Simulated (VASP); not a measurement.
TaS2 (space group P-3m1): the measured cell of entry 1537360 of the Crystallography Open Database is

```cif
data_S2Ta
_chemical_formula_sum 'Ta1 S2'
_space_group_name_H-M_alt 'P-3m1'
_space_group_IT_number 164
_space_group_name_Hall '-P 3 2"'
_cell_length_a 3.35000
_cell_length_b 3.35000
_cell_length_c 5.86000
_cell_angle_alpha 90.000
_cell_angle_beta 90.000
_cell_angle_gamma 120.000
loop_
_atom_site_label
_atom_site_type_symbol
_atom_site_symmetry_multiplicity
_atom_site_Wyckoff_symbol
_atom_site_fract_x
_atom_site_fract_y
_atom_site_fract_z
_atom_site_occupancy
Ta1 Ta 1 a 0.00000 0.00000 0.00000 1
S1 S 2 d 0.33333 0.66667 0.25000 1
```

These are PBEsol GGA, VASP's PBE PAW potentials (set 64) (plane waves; VASP) values and carry that method's errors. Run with 400 eV cut-off, 12×12×6 Γ-centred mesh, tetrahedra with Blöchl corrections, potentials Ta_pv S.

The calculation is for a static lattice at zero pressure; the measurement, whose temperature isn't given here, holds thermal and zero-point expansion. The entry's conditions were not checked, so it may have been measured under pressure.

Without a dispersion term in the relaxation, distances and binding between the weakly bound layers, chains or molecules are unreliable, and so is what depends on them.

### Question
How far does the relaxed conventional cell lie from the measured one?

### Answer

```csv
,measured,computed,difference
a (Å),3.350,3.321,-0.9 %
c (Å),5.860,6.030,+2.9 %
V (Å³/atom),18.98,19.20,+1.1 %
```

The structure comes from a measured TaS2 entry (P-3m1) of the Crystallography Open Database, whose conditions weren't checked. It was relaxed first. Symmetry was kept, so distortions that lower it aren't found. The electron count is odd and the run is not spin-polarised, which forces a metal.
